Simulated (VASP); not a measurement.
An input for Quantum ESPRESSO's pw.x (written as the equivalent of a VASP run, and not itself run):

```
&CONTROL
  calculation = 'scf'
  pseudo_dir = './pseudo'
  outdir = './out'
  tprnfor = .true.
  tstress = .true.
/
&SYSTEM
  ibrav = 0
  nat = 4
  ntyp = 2
  ecutwfc = 72
  occupations = 'smearing'
  smearing = 'fermi-dirac'
  degauss = 0.00735
  input_dft = 'pbe'
/
&ELECTRONS
  conv_thr = 7.3e-08
  electron_maxstep = 100
/
ATOMIC_SPECIES
  Y 88.906 Y.upf
  P 30.974 P.upf
CELL_PARAMETERS angstrom
    -1.8906180    1.8906180    6.4007000
     1.8906180   -1.8906180    6.4007000
     1.8906180    1.8906180   -6.4007000
ATOMIC_POSITIONS crystal
  Y    0.7500000  0.7500000  0.0000000
  Y    0.5000000  0.0000000  0.5000000
  P    0.1660000  0.1660000  0.0000000
  P    0.9160000  0.4160000  0.5000000
K_POINTS automatic
  6 6 6 0 0 0
```

Question: Write the VASP files for the same calculation (PBE).

Answer: Several could match; the one computed here: 
**KPOINTS**
```
Automatic mesh
0
G
6 6 6
0 0 0
```

### INCAR
```
SYSTEM = YP
PREC = Accurate
ENCUT = 300
EDIFF = 1E-6
NELM = 100
ALGO = Normal
LREAL = .FALSE.
LASPH = .TRUE.
ISMEAR = -1
SIGMA = 0.1
GGA = PE
LMAXMIX = 4
LWAVE = .FALSE.
LCHARG = .FALSE.
ISIF = 2
```

### POSCAR
```
YP
1.0
 -1.8906180000   1.8906180000   6.4007000000
  1.8906180000  -1.8906180000   6.4007000000
  1.8906180000   1.8906180000  -6.4007000000
Y P
2 2
direct
  0.7500000000   0.7500000000   0.0000000000
  0.5000000000   0.0000000000   0.5000000000
  0.1660000000   0.1660000000   0.0000000000
  0.9160000000   0.4160000000   0.5000000000
```

POTCAR, in this order: Y_sv P (PBE.64 set). Program: vasp_std.

Limits of the translation: the potentials are each code's own (VASP's PAW set, PseudoDojo norm-conserving files in pw.x), so ENCUT and ecutwfc are chosen apart and not converted; conv_thr bounds pw.x's estimated SCF error, while EDIFF bounds the energy change between steps.

The structure was generated: YP was put into an ordered model structure, which need not be its known phase. The cell was not relaxed at this level. The k-mesh is coarse (spacing up to 0.39 per Å, 2π included), so the numbers may not be converged in it.
